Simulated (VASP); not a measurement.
Here is the system:

```xyz
2
Lattice="0.0000 2.2741 2.2741 2.2741 0.0000 2.2741 2.2741 2.2741 0.0000" Properties=species:S:1:pos:R:3 pbc="T T T"
B      0.0000     0.0000     0.0000
P      1.1371     1.1371     1.1371
```

Level of theory: PW91 GGA, VASP's PBE PAW potentials (set 64) (plane waves; VASP). Settings: 520 eV cut-off, Gaussian smearing of 0.050 eV, potentials B P.

### Question
Give the energies of bands 2 to 7 at the high-symmetry points, in eV from the valence-band maximum.

### Answer

```
band     Γ      X      U      L      W
----  ----  -----  -----  -----  -----
2     0.00  -8.53  -8.11  -8.96  -8.01
3     0.00  -4.07  -6.16  -1.74  -5.61
4     0.00  -4.07  -3.47  -1.74  -5.41
5     3.42   1.38   2.19   3.76   5.36
6     3.42   1.70   6.01   4.75   6.77
7     3.42  12.07   9.71   4.75   7.23
```

The gap is indirect, 1.28 eV, from the valence maximum at Γ to the conduction minimum at Γ-X at 0.86.

The compound is BP in the zinc blende structure. It was relaxed first.
